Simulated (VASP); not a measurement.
Given:

```
MgB2
1.0
    1.51113    -2.64811     0.00000
    1.56440     2.67886     0.00000
    0.00000     0.00000     3.48093
Mg B
1 2
Cartesian
  0.00000   0.00000   3.48093
  1.54664   0.90321   1.74046
  1.52889  -0.87245   1.74046
```

Computed with r2SCAN meta-GGA, VASP's PBE PAW potentials (set 64) (plane waves; VASP 6.6.1). Settings: 600 eV cut-off, 10×10×8 Γ-centred mesh, first-order Methfessel-Paxton smearing of 0.10 eV, potentials Mg B.

Question: Estimate the energy per atom (σ→0), band gap (on the k-mesh) with the smallest direct gap where there is one.

Answer: 
```
Property                                                    Result
------------------------  ----------------------------------------
band gap (on the k-mesh)  none (metal, semimetal or under 0.01 eV)
energy per atom (σ→0)                               -6.466 eV/atom
```

The absolute energy has meaning only against runs of the same code, potentials and settings.

The compound is MgB2 in the AlB2 type structure. This cell was strained or had an atom moved on purpose.
